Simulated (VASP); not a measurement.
Runs of VASP 6.6.1 on MnS. The structure is cubic, space group Fm-3m (No. 225). The conventional cell has a = 5.224 Å, b = 5.224 Å, c = 5.224 Å, α = 90.00°, β = 90.00°, γ = 90.00°. Mn (site symmetry m-3m) is surrounded by 6 S at 2.61 Å. S (site symmetry m-3m) has 6 Mn at 2.61 Å as nearest neighbours. 

```csv
level,spin,U,fixed moment (μB),gap on the mesh (eV),pressure (GPa),moment (μB)
PBE+U,"collinear, ferromagnetic start",Mn d U = 3 eV,-,0.25,2.7,5.00
PBEsol+U,"collinear, ferromagnetic start",Mn d U = 4 eV,1,-,-5.6,1.00
PBEsol+U,"collinear, ferromagnetic start",Mn d U = 2 eV,-,none,-2.5,4.96
PBEsol+U,"collinear, ferromagnetic start",Mn d U = 2 eV,4,-,(a),4.00
PBEsol+U,"collinear, random start",Mn d U = 2 eV,-,none,-2.5,4.96
PBEsol+U,"collinear, zero start",Mn d U = 4 eV,-,0.52,-0.2,5.00
PBEsol+U,"collinear, ferromagnetic start",Mn d U = 4 eV,-,0.52,-0.2,5.00
PBEsol+U,"non-collinear, random start, SOC",Mn d U = 2 eV,-,-,-2.5,4.96
PBEsol+U,"collinear, random start",Mn d U = 4 eV,-,0.52,-0.2,5.00
```

Alike in all rows: task single point; potentials or basis VASP PAW PBE potentials, release 64 (Mn_pv, S); cell as given; k mesh 6 × 6 × 6; cutoff (eV) 520; smearing gaussian 0.05 eV.

Question: Fill in the values left out.

Answer: (a) -12.2.

Caveats: a cell with one magnetic atom can't hold antiferromagnetic order, which such compounds often take; the PAW data sets were made with another functional, which shifts forces and pressure a little (some runs); the total moment is fixed, so each spin has its own Fermi level (some runs); the moment is held away from its start (some runs).

A k mesh can miss the band edges.

A gap of «none» marks a metal or a gap under the smearing width.
